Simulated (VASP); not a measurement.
Consider the following.

```
MgO
1.0
    0.00000     2.10419     2.10419
    2.10419     0.00000     2.10419
    2.10419     2.10419     0.00000
Mg O
1 1
Direct
  0.00000   0.00000   0.00000
  0.50000   0.50000   0.50000
```

Level of theory: PBEsol GGA, VASP's PBE PAW potentials (set 64) (plane waves; VASP). Numerical set-up: 520 eV cut-off, Gaussian smearing of 0.050 eV, potentials Mg O.

Q: Estimate the band gap (along the path) with the smallest direct gap where there is one.

A: 
```
Quantity                                Value
------------------------------------  -------
band gap (along the path)             4.66 eV
smallest direct gap (along the path)  4.66 eV
```

The absolute energy has meaning only against runs of the same code, potentials and settings.

The structure comes from a measured MgO entry (Fm-3m) of the Crystallography Open Database, whose conditions weren't checked. It was relaxed first.
